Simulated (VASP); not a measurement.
All values below come from optB88-vdW, VASP's PBE PAW potentials (set 64) (plane waves; VASP).

VASP input:

### KPOINTS
```
Automatic mesh
0
Gamma
6 6 5
0 0 0
```

**INCAR**
```
LREAL=.False.   ! projection in real space or not
IBRION=2   ! conjugate gradients
SIGMA=0.05   ! width (eV)
ISMEAR=0
ISIF=4
LASPH=.True.   ! aspherical one-centre terms
AGGAC=0.0
LMAXMIX=4
LWAVE=.False.
PARAM1=0.1833333333
LUSE_VDW=.True.
ENCUT=520   ! plane-wave cut-off (eV)
SYSTEM=Se
LCHARG=.False.
PREC=Accurate
EDIFF=1E-7   ! SCF stop (eV)
GGA=BO
NSW=30   ! most ionic steps
ALGO=Normal
EDIFFG=-0.01
NELM=100
PARAM2=0.22
```

**POSCAR**
```
Se
1.0
  2.1419948125  -3.7100438319   0.0000000000
  2.1419948125   3.7100438319   0.0000000000
  0.0000000000   0.0000000000   5.2656385482
Se
3
Cartesian
  0.5162081317   0.8940987084   3.5104274540
  3.2515733615   0.0000000000   0.0000000000
  0.5162081317  -0.8940987084   1.7552110942
```

POTCAR, in this order: Se (PBE.64 set). Program: vasp_std.

Output of the run:

File OSZICAR:
```
       N       E                     dE             d eps       ncg     rms          rms(c)
DAV:   1     0.913964884986E+02    0.91396E+02   -0.72312E+03   702   0.115E+03
DAV:   2     0.519166839049E+00   -0.90877E+02   -0.87469E+02   955   0.174E+02
DAV:   3    -0.556215381872E+01   -0.60813E+01   -0.60432E+01   802   0.524E+01
DAV:   4    -0.562478432477E+01   -0.62631E-01   -0.62502E-01   812   0.625E+00
DAV:   5    -0.562537136598E+01   -0.58704E-03   -0.58697E-03   847   0.585E-01    0.546E+00
DAV:   6    -0.556561354997E+01    0.59758E-01   -0.44842E-02   767   0.153E+00    0.338E+00
DAV:   7    -0.554971901551E+01    0.15895E-01   -0.86591E-02   752   0.210E+00    0.226E-01
DAV:   8    -0.554909991163E+01    0.61910E-03   -0.11427E-02   752   0.765E-01    0.109E-01
DAV:   9    -0.554920059362E+01   -0.10068E-03   -0.33721E-04   912   0.152E-01    0.373E-02
DAV:  10    -0.554922708262E+01   -0.26489E-04   -0.67662E-05   802   0.758E-02    0.124E-02
DAV:  11    -0.554922860228E+01   -0.15197E-05   -0.11526E-05   867   0.233E-02    0.575E-03
DAV:  12    -0.554922800862E+01    0.59365E-06   -0.17612E-06   772   0.964E-03    0.426E-03
DAV:  13    -0.554922773556E+01    0.27307E-06   -0.57907E-07   837   0.523E-03    0.827E-04
DAV:  14    -0.554922768374E+01    0.51814E-07   -0.11433E-07   436   0.234E-03
   1 F= -.55492277E+01 E0= -.55492277E+01  d E =-.554923E+01
       N       E                     dE             d eps       ncg     rms          rms(c)
DAV:   1    -0.556666758877E+01   -0.17440E-01   -0.13376E+00   702   0.707E+00    0.621E-01
DAV:   2    -0.557197431254E+01   -0.53067E-02   -0.65441E-02   812   0.171E+00    0.164E-01
DAV:   3    -0.557142009862E+01    0.55421E-03   -0.95029E-04   817   0.235E-01    0.935E-02
DAV:   4    -0.557134293970E+01    0.77159E-04   -0.75530E-04   772   0.180E-01    0.263E-02
DAV:   5    -0.557135598255E+01   -0.13043E-04   -0.10649E-04   722   0.746E-02    0.141E-02
DAV:   6    -0.557135575729E+01    0.22526E-06   -0.79826E-06   822   0.216E-02    0.571E-03
DAV:   7    -0.557135581239E+01   -0.55105E-07   -0.78709E-07   767   0.781E-03
   2 F= -.55713558E+01 E0= -.55713558E+01  d E =-.221281E-01
       N       E                     dE             d eps       ncg     rms          rms(c)
DAV:   1    -0.557536304921E+01   -0.40073E-02   -0.14959E+00   702   0.748E+00    0.686E-01
DAV:   2    -0.558117244664E+01   -0.58094E-02   -0.73202E-02   817   0.181E+00    0.174E-01
DAV:   3    -0.558051263597E+01    0.65981E-03   -0.11431E-03   822   0.255E-01    0.989E-02
DAV:   4    -0.558042416307E+01    0.88473E-04   -0.87654E-04   762   0.193E-01    0.287E-02
DAV:   5    -0.558043908260E+01   -0.14920E-04   -0.11923E-04   732   0.792E-02    0.151E-02
DAV:   6    -0.558043895404E+01    0.12856E-06   -0.94132E-06   807   0.234E-02    0.587E-03
DAV:   7    -0.558043897253E+01   -0.18491E-07   -0.92843E-07   767   0.845E-03
   3 F= -.55804390E+01 E0= -.55804390E+01  d E =-.312113E-01
       N       E                     dE             d eps       ncg     rms          rms(c)
DAV:   1    -0.558044731668E+01   -0.83626E-05   -0.47772E-03   712   0.422E-01    0.376E-02
DAV:   2    -0.558046606812E+01   -0.18751E-04   -0.23578E-04   827   0.102E-01    0.100E-02
DAV:   3    -0.558046433459E+01    0.17335E-05   -0.39093E-06   817   0.149E-02    0.566E-03
DAV:   4    -0.558046455526E+01   -0.22067E-06   -0.28926E-06   777   0.111E-02    0.168E-03
DAV:   5    -0.558046473963E+01   -0.18437E-06   -0.40088E-07   712   0.458E-03    0.881E-04
DAV:   6    -0.558046476177E+01   -0.22143E-07   -0.31194E-08   366   0.137E-03
   4 F= -.55804648E+01 E0= -.55804648E+01  d E =-.312371E-01
       N       E                     dE             d eps       ncg     rms          rms(c)
DAV:   1    -0.558113305152E+01   -0.66831E-03   -0.25188E-02   717   0.974E-01    0.892E-02
DAV:   2    -0.558096176967E+01    0.17128E-03   -0.64385E-04   847   0.173E-01    0.469E-02
DAV:   3    -0.558091254645E+01    0.49223E-04   -0.17388E-04   782   0.854E-02    0.139E-02
DAV:   4    -0.558091445960E+01   -0.19131E-05   -0.17775E-05   797   0.302E-02    0.647E-03
DAV:   5    -0.558091475029E+01   -0.29069E-06   -0.71774E-07   822   0.670E-03    0.258E-03
DAV:   6    -0.558091484887E+01   -0.98579E-07   -0.12914E-07   516   0.297E-03
   5 F= -.55809148E+01 E0= -.55809148E+01  d E =-.450087E-03
       N       E                     dE             d eps       ncg     rms          rms(c)
DAV:   1    -0.558155613962E+01   -0.64139E-03   -0.44923E-02   707   0.130E+00    0.119E-01
DAV:   2    -0.558125037993E+01    0.30576E-03   -0.11521E-03   847   0.232E-01    0.627E-02
DAV:   3    -0.558116263508E+01    0.87745E-04   -0.31061E-04   782   0.114E-01    0.185E-02
DAV:   4    -0.558116609669E+01   -0.34616E-05   -0.31812E-05   797   0.404E-02    0.863E-03
DAV:   5    -0.558116662098E+01   -0.52429E-06   -0.12685E-06   822   0.890E-03    0.348E-03
DAV:   6    -0.558116680469E+01   -0.18371E-06   -0.23267E-07   537   0.400E-03    0.674E-04
DAV:   7    -0.558116680980E+01   -0.51075E-08   -0.31168E-08   371   0.166E-03
   6 F= -.55811668E+01 E0= -.55811668E+01  d E =-.702048E-03
```

### OUTCAR
```
------------------------ aborting loop because EDIFF is reached ----------------------------------------
  FORCE on cell =-STRESS in cart. coord.  units (eV):
  Direction    XX          YY          ZZ          XY          YZ          ZX
  --------------------------------------------------------------------------------------
  Total       -0.4589075     -0.4589075     -0.4722125      0.0000000     -0.0000000      0.0000000
  in kB       -8.7853123     -8.7853123     -9.0400246      0.0000000     -0.0000000      0.0000000
  external PRESSURE =      -8.8702164 kB  Pullay stress =       0.0000000 kB
  volume of cell :       83.69
      direct lattice vectors                 reciprocal lattice vectors
     2.167006730 -3.753365745  0.000000000     0.230733017 -0.133213770 -0.000000000
     2.167006730  3.753365745  0.000000000     0.230733017  0.133213770  0.000000000
     0.000000000 -0.000000000  5.144786458     0.000000000  0.000000000  0.194371527
 POSITION                                       TOTAL-FORCE (eV/Angst)
 -----------------------------------------------------------------------------------
      2.67079     -2.88078      3.42986         0.000580      0.001004     -0.000000
      3.32644     -0.00000      0.00000        -0.001160      0.000000     -0.000000
      2.67079      2.88078      1.71493         0.000580     -0.001004      0.000000
 -----------------------------------------------------------------------------------
    total drift:                               -0.000203     -0.000447      0.000008
  FREE ENERGIE OF THE ION-ELECTRON SYSTEM (eV)
  ---------------------------------------------------
  free  energy   TOTEN  =        -5.5811668098 eV

  energy  without entropy=       -5.5811668098  energy(sigma->0) =       -5.58116681

 reached required accuracy - stopping structural energy minimisation
```
(Selected blocks of OUTCAR.)

File CONTCAR:
```
Se
   1.00000000000000
     2.1670067298903453   -3.7533657450832538    0.0000000000000000
     2.1670067298903453    3.7533657450832538    0.0000000000000000
     0.0000000000000000   -0.0000000000000000    5.1447864576842415
  Se
     3
Direct
     0.9999999999996122    0.2324798513781252    0.6666669999999968
     0.7675201486222627    0.7675201486222627    0.0000000000000000
     0.2324798513781252    0.9999999999996122    0.3333330000000032
```

OUTCAR:
```
 val. band max:        2.1621360432   @ k =   0.3333   0.3333   0.4000

 cond. band min:       3.3129829131   @ k =   0.3333   0.3333   0.4000


 Fermi energy:         2.4242084197

 k-point     1 :       0.0000    0.0000    0.0000
  band No.  band energies     occupation
      1     -13.1141      2.00000
      2      -9.4231      2.00000
      3      -9.4231      2.00000
      4      -1.2491      2.00000
      5      -1.2491      2.00000
      6      -1.1532      2.00000
      7       0.5232      2.00000
      8       0.5232      2.00000
      9       1.8930      2.00000
     10       3.8351      0.00000
     11       3.8351      0.00000
     12       4.3230      0.00000
     13       8.5115      0.00000

 k-point     2 :       0.1667    0.0000    0.0000
  band No.  band energies     occupation
      1     -12.9974      2.00000
      2      -9.5128      2.00000
      3      -9.4111      2.00000
      4      -1.9451      2.00000
      5      -1.5885      2.00000
      6      -1.0437      2.00000
      7       0.5713      2.00000
      8       0.9013      2.00000
      9       1.7009      2.00000
     10       3.7696      0.00000
     11       3.8631      0.00000
     12       4.5105      0.00000
     13       8.5389      0.00000

 k-point     3 :       0.3333    0.0000    0.0000
  band No.  band energies     occupation
      1     -12.7274      2.00000
      2      -9.7540      2.00000
      3      -9.3853      2.00000
      4      -2.4774      2.00000
      5      -2.0084      2.00000
      6      -1.1405      2.00000
      7       0.1135      2.00000
      8       0.7783      2.00000
      9       1.4245      2.00000
     10       3.9261      0.00000
     11       4.1655      0.00000
     12       5.3423      0.00000
     13       7.8298      0.00000

 k-point     4 :       0.5000    0.0000    0.0000
  band No.  band energies     occupation
      1     -12.5656      2.00000
      2      -9.9142      2.00000
      3      -9.3716      2.00000
...
```

The compound is Se in the trig structure. This cell is one point of a volume scan, at 1.06 of the reference volume. Symmetry was kept, so distortions that lower it aren't found.
